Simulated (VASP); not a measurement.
Given:

```yaml
crystal:
  lattice:
    - [-1.72540, 1.72540, 1.72540]
    - [1.72540, -1.72540, 1.72540]
    - [1.72540, 1.72540, -1.72540]
  atoms:
    - { symbol: Li, position: [0.00000, 0.00000, 0.00000] }
```

The numbers are results of PBE GGA with D4 dispersion, VASP's PBE PAW potentials (set 64) (plane waves; VASP 6.6.1), not measurements. Settings: 520 eV cut-off, 15×15×15 Γ-centred mesh, first-order Methfessel-Paxton smearing of 0.10 eV, potentials Li_sv.

Estimate the energy per atom (σ→0), band gap (on the k-mesh) with the smallest direct gap where there is one.

```json
{
 "band gap (on the k-mesh)": "none (metal, semimetal or under 0.01 eV)",
 "energy per atom (σ→0)": "-1.922 eV/atom"
}
```

Only differences to runs with the same potentials and settings are physical.

The compound is Li in the bcc structure. This cell is one point of a volume scan, at 1.03 of the reference volume.
